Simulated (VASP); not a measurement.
# LaSi3Ir: which input changes matter, part 2 of 4

Aim: change the input of a sound run on LaSi3Ir piece by piece and see what each change does. All runs use PBEsol. The start is a cell from a database of measured crystal structures.

VASP 6.6.1; PBEsol; plane waves and PAW (La, Si, Ir).

Still holding for the runs below: The k-mesh is coarse for a metal.

So far. Step 2 (Reference run): The pressure is -1.55 GPa and the largest force 0.354 eV/Å, so the cell is not at a minimum at these settings.

## (3) Total energy, forces and stress (PBEsol) with a changed input

A single point gives energy, forces and stress at these settings. Some settings are moved from the usual, to see what they do.

File INCAR:

```
SYSTEM = LaSi3Ir
PREC = Accurate
ENCUT = 450
EDIFF = 1E-06
NELM = 100
ISMEAR = -1
SIGMA = 0.05
LREAL = .FALSE.
ALGO = Normal
GGA = PS
NBANDS = 22
LASPH = .TRUE.
LORBIT = 11
LWAVE = .FALSE.
LCHARG = .FALSE.
KPAR = 4
ISIF = 2
NELECT = 32.5
KSPACING = 0.25
```

File POSCAR:

```
LaSi3Ir
1.0
    0.0000000000     -4.2780000000      0.0000000000
   -4.2780000000      0.0000000000      0.0000000000
    2.1390000000     -2.1390000000     -4.9150000000
La Si Ir
1 3 1
Direct
    0.0000000000      0.0000000000      0.0000000000
    0.7615000000      0.7385000000      0.4770000000
    0.2615000000      0.2385000000      0.4770000000
    0.4112000000      0.5888000000      0.1776000000
    0.6553000000      0.3447000000      0.6894000000
```

PAW data sets: La, Si and Ir (PBE family, release 64).

Command:

```console
> mpirun -np 4 vasp_std
```

Log:

```text
[banner, memory and clock lines left out]
running    4 mpi-ranks, on    1 nodes
 distrk:  each k-point on    1 cores,    4 groups
 distr:  one band on    1 cores,    1 groups

 POSCAR found type information on POSCAR LaSiIr
 POSCAR found :  3 types and       5 ions
 [... a notice as in an earlier step ...]

 LDA part: xc-table for (Slater+PW92), standard interpolation
|                                                                             |
|           W    W    AA    RRRRR   N    N  II  N    N   GGGG   !!!           |
|           W    W   A  A   R    R  NN   N  II  NN   N  G    G  !!!           |
|           W    W  A    A  R    R  N N  N  II  N N  N  G       !!!           |
|           W WW W  AAAAAA  RRRRR   N  N N  II  N  N N  G  GGG   !            |
|           WW  WW  A    A  R   R   N   NN  II  N   NN  G    G                |
|           W    W  A    A  R    R  N    N  II  N    N   GGGG   !!!           |
|                                                                             |
|     Your reciprocal lattice and k-lattice belong to different lattice       |
|     classes:                                                                |
|                                                                             |
|        The reciprocal lattice is body-centered tetragonal,                  |
|        whereas your k-lattice is base-centered monoclinic.                  |
|                                                                             |
|     Results are often still useful ...                                      |
|                                                                             |

 INCAR ok, starting setup
 POSCAR ok, starting setup
 FFT: planning ... GRIDC
 FFT: planning ... GRID_SOFT
 FFT: planning ... GRID
 WAVECAR not read
 entering main loop
       N       E                     dE             d eps       ncg     rms          rms(c)
DAV:   1     0.229988330873E+03    0.22999E+03   -0.11112E+04  3904   0.162E+03
DAV:   2     0.168164617318E+02   -0.21317E+03   -0.19198E+03  4566   0.296E+02
DAV:   3    -0.295836351829E+02   -0.46400E+02   -0.43316E+02  5716   0.126E+02
DAV:   4    -0.330803722576E+02   -0.34967E+01   -0.33115E+01  7028   0.380E+01
DAV:   5    -0.332814392477E+02   -0.20107E+00   -0.19589E+00  5870   0.833E+00BRMIX: very serious problems
 the old and the new charge density differ
 old charge density:    32.00000 new   32.50000
BRMIX: very serious problems
 the old and the new charge density differ
 old charge density:    32.00000 new   32.50000
BRMIX: very serious problems
 the old and the new charge density differ
 old charge density:    32.00000 new   32.50000
BRMIX: very serious problems
 the old and the new charge density differ
 old charge density:    32.00000 new   32.50000
    0.165E+01
DAV:   6    -0.326354683987E+02    0.64597E+00   -0.10792E+01  6688   0.268E+01    0.465E+00
DAV:   7    -0.323017695568E+02    0.33370E+00   -0.35440E+00  6616   0.172E+01    0.462E+00
DAV:   8    -0.322216558819E+02    0.80114E-01   -0.32255E-01  6232   0.475E+00    0.727E-01
DAV:   9    -0.322148770022E+02    0.67789E-02   -0.91655E-02  6760   0.255E+00    0.388E-01
DAV:  10    -0.322138698554E+02    0.10071E-02   -0.93581E-03  6032   0.860E-01    0.124E-01
DAV:  11    -0.322140997428E+02   -0.22989E-03   -0.17692E-03  7040   0.319E-01    0.683E-02
DAV:  12    -0.322141813005E+02   -0.81558E-04   -0.31206E-04  6528   0.103E-01    0.284E-02
DAV:  13    -0.322141945027E+02   -0.13202E-04   -0.93975E-05  7542   0.637E-02    0.157E-02
DAV:  14    -0.322142058651E+02   -0.11362E-04   -0.53489E-05  5440   0.413E-02    0.823E-03
DAV:  15    -0.322142060235E+02   -0.15845E-06   -0.79256E-06  6666   0.268E-02
   1 F= -.32214206E+02 E0= -.32204980E+02  d E =-.184518E-01
```

Run time: 28 s. Hardware: 4 MPI ranks of AMD EPYC 9R45, shared host; peak memory 1.2 GiB; 1.8 min of CPU time.

From OUTCAR (step 3):

```text
NELECT = 32.5

 ion  position               nearest neighbor table
   1  0.000  0.000  0.000-   4 3.15   4 3.15   4 3.15   4 3.15   3 3.17   2 3.17   3 3.17   2 3.17
                             3 3.34   2 3.34   2 3.34   3 3.34   5 3.39   5 3.39   5 3.39   5 3.39
   2  0.761  0.739  0.477-   5 2.38   5 2.38   4 2.60   4 2.60   3 3.03   3 3.03   3 3.03   3 3.03
                             1 3.17   1 3.17   1 3.34   1 3.34
   3  0.261  0.239  0.477-   5 2.38   5 2.38   4 2.60   4 2.60   2 3.03   2 3.03   2 3.03   2 3.03
                             1 3.17   1 3.17   1 3.34   1 3.34
   4  0.411  0.589  0.178-   5 2.40   3 2.60   2 2.60   3 2.60   2 2.60   1 3.15   1 3.15   1 3.15
                             1 3.15
   5  0.655  0.345  0.689-   3 2.38   2 2.38   3 2.38   2 2.38   4 2.40   1 3.39   1 3.39   1 3.39
                             1 3.39   1 3.39

The static configuration has the point symmetry C_4v.

 Found     88 irreducible k-points:

   k-points           NKPTS =     88   k-points in BZ     NKDIM =     88   number of bands    NBANDS=     22

   dimension x,y,z NGX =    30 NGY =   30 NGZ =   40
   dimension x,y,z NGXF=    60 NGYF=   60 NGZF=   80

   ENCUT  =  450.0 eV  33.07 Ry    5.75 a.u.   7.40  7.40  9.98*2*pi/ulx,y,z

 E-fermi :   9.7101

 k-point     1 :       0.0000    0.0000    0.0000
  band No.  band energies     occupation
    ...
     13       6.6914      2.00000
     14       7.7613      2.00000
     15       7.7613      2.00000
     16       9.5268      1.95012
     17       9.5268      1.95012
     18      10.5814      0.00000
     19      11.2927      0.00000
     20      11.6938      0.00000
     21      11.8417      0.00000
     22      11.8417      0.00000

 k-point     2 :       0.1429    0.0000    0.0000
  band No.  band energies     occupation
    ...
     13       6.6853      2.00000
     14       7.8256      2.00000
     15       7.9114      2.00000
     16       8.8318      2.00000
     17       9.1102      1.99999
     18      10.6571      0.00000
     19      11.4097      0.00000
     20      11.7775      0.00000
     21      11.8352      0.00000
     22      11.8873      0.00000

  Total        5.8688509      5.8688509      4.4978214     -0.0000000     -0.0000000      0.0000000
  in kB      104.5342421    104.5342421     80.1138689     -0.0000000     -0.0000000      0.0000000
  external PRESSURE =      96.3941177 kB  Pullay stress =       0.0000000 kB

  energy-cutoff  :      450.00
  volume of cell :       89.95
      direct lattice vectors                 reciprocal lattice vectors
     0.000000000 -4.278000000  0.000000000     0.000000000 -0.233754091  0.101729400
    -4.278000000  0.000000000  0.000000000    -0.233754091  0.000000000 -0.101729400
     2.139000000 -2.139000000 -4.915000000     0.000000000  0.000000000 -0.203458800

 POSITION                                       TOTAL-FORCE (eV/Angst)
 -----------------------------------------------------------------------------------
      0.00000      0.00000      0.00000        -0.000000      0.000000     -0.290009
     -2.13900     -4.27800     -2.34445         0.000000      0.000000      0.269739
     -0.00000     -2.13900     -2.34445        -0.000000     -0.000000      0.269739
     -2.13900     -2.13900     -0.87290         0.000000     -0.000000     -0.016797
     -0.00000     -4.27800     -3.38840         0.000000     -0.000000     -0.232672
 -----------------------------------------------------------------------------------
    total drift:                               -0.000006      0.000006     -0.000557

  FREE ENERGIE OF THE ION-ELECTRON SYSTEM (eV)
  ---------------------------------------------------
  free  energy   TOTEN  =       -32.2142060235 eV

  energy  without entropy=      -32.1957542130  energy(sigma->0) =      -32.20498012

 total charge
# of ion       s       p       d       f       tot
--------------------------------------------------
    1        2.030   5.629   0.811   0.199   8.669
    2        0.779   0.853   0.000   0.000   1.632
    3        0.779   0.853   0.000   0.000   1.632
    4        0.770   0.896   0.000   0.000   1.667
    5        0.724   0.800   7.295   0.000   8.818
--------------------------------------------------
tot          5.083   9.031   8.106   0.199  22.418

[... 2 parts as in an earlier step ...]

[... 6 further parts left out ...]
```

The run converged; its settings lie outside those of the reference runs, so its numbers are set aside.

Settings moved from the usual: ENCUT = 450, KSPACING = 0.25 and NELECT = 32.5.

NELECT differs from the neutral count, so the cell is charged against a uniform background: another system, not a numerical setting. The mesh holds 88 irreducible points against 30.

## (4) Self-consistent run (PBEsol) with a changed input

This run is made with a changed input; what comes of it follows.

File INCAR:

```
SYSTEM = LaSi3Ir
PREC = Accurate
ENCUT = 400
EDIFF = 1E-06
NELM = 57
ISMEAR = -1
SIGMA = 0.05
LREAL = .FALSE.
ALGO = Eigenval
GGA = PS
NBANDS = 22
LASPH = .TRUE.
LORBIT = 11
LWAVE = .FALSE.
LCHARG = .FALSE.
KPAR = 4
ISIF = 2
```

POSCAR is that of step 3.

File KPOINTS:

```
Automatic mesh
0
Gamma
6 6 6
0 0 0
```

Command:

```console
> mpirun -np 4 vasp_std
```

Log:

```text
[banner, memory and clock lines left out]
running    4 mpi-ranks, on    1 nodes
 distrk:  each k-point on    1 cores,    4 groups
 distr:  one band on    1 cores,    1 groups

 POSCAR found type information on POSCAR LaSiIr
 POSCAR found :  3 types and       5 ions
 [... a notice as in an earlier step ...]

 LDA part: xc-table for (Slater+PW92), standard interpolation
 POSCAR, INCAR and KPOINTS ok, starting setup
 FFT: planning ... GRIDC
 FFT: planning ... GRID_SOFT
 FFT: planning ... GRID
 WAVECAR not read
 entering main loop
       N       E                     dE             d eps       ncg     rms          rms(c)
EIG:   1     0.143955039064E+04    0.14396E+04    0.00000E+00     0   0.000E+00
EIG:   2     0.143955039064E+04   -0.70258E-10    0.00000E+00     0   0.000E+00
EIG:   3     0.143955039064E+04    0.12506E-10    0.00000E+00     0   0.000E+00
EIG:   4     0.143955039064E+04    0.52296E-10    0.00000E+00     0   0.000E+00
EIG:   5     0.143955039064E+04    0.23874E-10    0.00000E+00     0   0.000E+00    0.281E+02
EIG:   6     0.150698741812E+04    0.67437E+02    0.00000E+00     0   0.000E+00    0.169E+02
EIG:   7     0.156564885969E+04    0.58661E+02    0.00000E+00     0   0.000E+00    0.384E+00
EIG:   8     0.156887725477E+04    0.32284E+01    0.00000E+00     0   0.000E+00    0.595E-01
EIG:   9     0.156898574336E+04    0.10849E+00    0.00000E+00     0   0.000E+00    0.331E-01
EIG:  10     0.156900393541E+04    0.18192E-01    0.00000E+00     0   0.000E+00    0.474E-02
EIG:  11     0.156900422210E+04    0.28669E-03    0.00000E+00     0   0.000E+00    0.161E-02
EIG:  12     0.156900426739E+04    0.45293E-04    0.00000E+00     0   0.000E+00    0.412E-03
EIG:  13     0.156900426854E+04    0.11489E-05    0.00000E+00     0   0.000E+00    0.225E-04
EIG:  14     0.156900426854E+04   -0.16880E-08    0.00000E+00     0   0.000E+00
|                                                                             |
|           W    W    AA    RRRRR   N    N  II  N    N   GGGG   !!!           |
|           W    W   A  A   R    R  NN   N  II  NN   N  G    G  !!!           |
|           W    W  A    A  R    R  N N  N  II  N N  N  G       !!!           |
|           W WW W  AAAAAA  RRRRR   N  N N  II  N  N N  G  GGG   !            |
|           WW  WW  A    A  R   R   N   NN  II  N   NN  G    G                |
|           W    W  A    A  R    R  N    N  II  N    N   GGGG   !!!           |
|                                                                             |
|     Your highest band is occupied at some k-points! Unless you are          |
|     performing a calculation for an insulator or semiconductor, without     |
|     unoccupied bands, you have included TOO FEW BANDS!! Please increase     |
|     the parameter NBANDS in file INCAR to ensure that the highest band      |
|     is unoccupied at all k-points. It is always recommended to include      |
|     a few unoccupied bands to accelerate the convergence of                 |
|     molecular-dynamics runs (even for insulators or semiconductors),        |
|     since the presence of unoccupied bands improves wavefunction            |
|     prediction and helps to suppress 'band-crossings'.                      |
|                                                                             |

   1 F= 0.15690043E+04 E0= 0.15690132E+04  d E =-.178620E-01
```

It took 5.2 s on 4 MPI ranks; peak memory 0.72 GiB.

OUTCAR, selected parts (step 4):

```text
The static configuration has the point symmetry C_4v.

 Found     30 irreducible k-points:

   k-points           NKPTS =     30   k-points in BZ     NKDIM =     30   number of bands    NBANDS=     22

   NELECT =      32.0000    total number of electrons

 E-fermi :  26.3810

 k-point     1 :       0.0000    0.0000    0.0000
  band No.  band energies     occupation
    ...
     17      71.0565      2.00000
     18      77.1626      2.00000
     19      80.7447      2.00000
     20      84.4897      2.00000
     21      88.5580      2.00000
     22      91.2875      0.00000

 k-point     2 :       0.1667    0.0000    0.0000
  band No.  band energies     occupation
    ...
     16      66.2953      2.00000
     17      70.6555      2.00000
     18      71.5769      2.00000
     19      77.5049      2.00000
     20      81.1120      2.00000
     21      85.0355      2.00000
     22      89.6724      2.00000

  Total      707.4105717    707.4105717    727.7380810      0.0000000      0.0000000      0.0000000
  in kB    12600.1885933  12600.1885933  12962.2561973      0.0000000      0.0000000      0.0000000
  external PRESSURE =   12720.8777946 kB  Pullay stress =       0.0000000 kB

 POSITION                                       TOTAL-FORCE (eV/Angst)
 -----------------------------------------------------------------------------------
      0.00000      0.00000      0.00000        -0.000000      0.000000     -6.163646
     -2.13900     -4.27800     -2.34445         0.000000     -0.000000     27.604602
     -0.00000     -2.13900     -2.34445         0.000000     -0.000000     27.604602
     -2.13900     -2.13900     -0.87290        -0.000000      0.000000    -25.587278
     -0.00000     -4.27800     -3.38840         0.000000     -0.000000    -23.458280
 -----------------------------------------------------------------------------------
    total drift:                               -0.000002      0.000002      1.088055

  FREE ENERGIE OF THE ION-ELECTRON SYSTEM (eV)
  ---------------------------------------------------
  free  energy   TOTEN  =      1569.0042685382 eV

  energy  without entropy=     1569.0221305426  energy(sigma->0) =     1569.01319954

 total charge
# of ion       s       p       d       f       tot
--------------------------------------------------
    1        1.743   1.177   1.094   3.088   7.102
    2        0.534   0.558   0.000   0.000   1.092
    3        0.534   0.558   0.000   0.000   1.092
    4        0.527   0.593   0.000   0.000   1.120
    5        0.900   1.245   2.010   0.000   4.154
--------------------------------------------------
tot          4.237   4.132   3.104   3.088  14.560

[... 7 parts as in an earlier step ...]

[... 5 further parts left out ...]
```

Convergence was reached, but on settings outside the sound range, so the numbers are no properties of the crystal.

Against the sound run on this cell (reference run) the energy at zero smearing moves by +321199.2 meV an atom and the pressure by +1273.64 GPa.

With this ALGO nothing was iterated to self-consistency, so the run only appears to have converged.

The fault in the input: no self-consistency without orbitals (ALGO = "Eigenval"). This ALGO needs a converged WAVECAR; use ALGO = Normal first.

## (5) Total energy, forces and stress (PBEsol) with a changed input, try 2

A single point gives energy, forces and stress at these settings. Some settings are moved from the usual, to see what they do.

File INCAR:

```
SYSTEM = LaSi3Ir
PREC = Accurate
ENCUT = 300
EDIFF = 1E-06
NELM = 100
ISMEAR = 1
SIGMA = 0.3
LREAL = .FALSE.
ALGO = Normal
GGA = PS
NBANDS = 22
LASPH = .TRUE.
LORBIT = 11
LWAVE = .FALSE.
LCHARG = .FALSE.
KPAR = 4
ISIF = 2
```

POSCAR is that of step 4.

KPOINTS is that of step 4.

Command:

```console
> mpirun -np 4 vasp_std
```

Log:

```text
[... set-up lines as in an earlier step ...]
 entering main loop
       N       E                     dE             d eps       ncg     rms          rms(c)
DAV:   1     0.184837304084E+03    0.18484E+03   -0.84218E+03  1336   0.114E+03
DAV:   2     0.641040446833E+00   -0.18420E+03   -0.16824E+03  1556   0.259E+02
DAV:   3    -0.358473815156E+02   -0.36488E+02   -0.34085E+02  1928   0.105E+02
DAV:   4    -0.379959458800E+02   -0.21486E+01   -0.20165E+01  2410   0.284E+01
DAV:   5    -0.381371502088E+02   -0.14120E+00   -0.13147E+00  1992   0.595E+00    0.164E+01
DAV:   6    -0.374842987382E+02    0.65285E+00   -0.12671E+01  2240   0.271E+01    0.470E+00
DAV:   7    -0.370527016447E+02    0.43160E+00   -0.42088E+00  2264   0.180E+01    0.443E+00
DAV:   8    -0.369818158268E+02    0.70886E-01   -0.34714E-01  2096   0.440E+00    0.873E-01
DAV:   9    -0.369717376847E+02    0.10078E-01   -0.11100E-01  2264   0.272E+00    0.432E-01
DAV:  10    -0.369703579222E+02    0.13798E-02   -0.11202E-02  2016   0.901E-01    0.106E-01
DAV:  11    -0.369705046078E+02   -0.14669E-03   -0.14129E-03  2280   0.288E-01    0.650E-02
DAV:  12    -0.369705427580E+02   -0.38150E-04   -0.17936E-04  2328   0.788E-02    0.241E-02
DAV:  13    -0.369705438456E+02   -0.10876E-05   -0.24448E-05  2258   0.300E-02    0.102E-02
DAV:  14    -0.369705456174E+02   -0.17718E-05   -0.14404E-05  2208   0.235E-02    0.508E-03
DAV:  15    -0.369705457688E+02   -0.15146E-06   -0.16100E-06  1476   0.124E-02
   1 F= -.36970546E+02 E0= -.36969662E+02  d E =-.265101E-02
```

The job ended after 8 s (4 MPI ranks; peak memory 0.6 GiB; 30 s of CPU time).

Parts of OUTCAR (step 5):

```text
   ENCUT  =  300.0 eV  22.05 Ry    4.70 a.u.   6.04  6.04  8.15*2*pi/ulx,y,z

   NELECT =      32.0000    total number of electrons

 E-fermi :   9.5006

 k-point     1 :       0.0000    0.0000    0.0000
  band No.  band energies     occupation
    ...
     13       6.7235      2.00000
     14       7.7829      2.00000
     15       7.7829      2.00000
     16       9.5646      0.64773
     17       9.5646      0.64772
     18      10.6268     -0.00000
     19      11.3256     -0.00000
     20      11.6905     -0.00000
     21      11.8188     -0.00000
     22      11.8188     -0.00000

  Total       -0.9151481     -0.9151481     -1.2200192      0.0000000      0.0000000      0.0000000
  in kB      -16.3003491    -16.3003491    -21.7306232      0.0000000      0.0000000      0.0000000
  external PRESSURE =     -18.1104404 kB  Pullay stress =       0.0000000 kB

 POSITION                                       TOTAL-FORCE (eV/Angst)
 -----------------------------------------------------------------------------------
      0.00000      0.00000      0.00000        -0.000000      0.000000     -0.107530
     -2.13900     -4.27800     -2.34445        -0.000000      0.000000      0.106718
     -0.00000     -2.13900     -2.34445        -0.000000      0.000000      0.106718
     -2.13900     -2.13900     -0.87290         0.000000     -0.000000      0.254987
     -0.00000     -4.27800     -3.38840         0.000000     -0.000000     -0.360894
 -----------------------------------------------------------------------------------
    total drift:                               -0.000002      0.000002     -0.000802

  FREE ENERGIE OF THE ION-ELECTRON SYSTEM (eV)
  ---------------------------------------------------
  free  energy   TOTEN  =       -36.9705457688 eV

  energy  without entropy=      -36.9678947596  energy(sigma->0) =      -36.96966210

[... 5 parts as in an earlier step ...]

[... 11 further parts left out ...]
```

The run converged, and its energy and pressure stay near those of the sound run.

Against the sound run on this cell (reference run) the energy at zero smearing moves by +2.6 meV an atom and the pressure by -0.26 GPa.

Settings moved from the usual: ENCUT = 300, ISMEAR = 1 and SIGMA = 0.3.

The cutoff falls from 400 to 300 eV, which shrinks the basis; the stress suffers most (Pulay stress), and PAW energies need not rise evenly as the basis shrinks.

(Part 2 of 4 ends here.)

[Lines on the potential files, build, host, timing and source positions are cut from VASP's logs without a mark.]

[Logs are printed without paths, hosts, clocks, repeated set-up lines and the standing remarks that a program may print on its own settings, such as how far it seeks lower states.]

[Hosts, paths, dates, database ids (printed as entryN), source tags and the programs' standing remarks are cut or masked in the printed files.]

[A measured line is paired with the nearest computed mode of its activity, which favours agreement.]

[In band tables of VASP the shares of atoms and orbitals are scaled to a sum of 1 inside the atoms' spheres.]
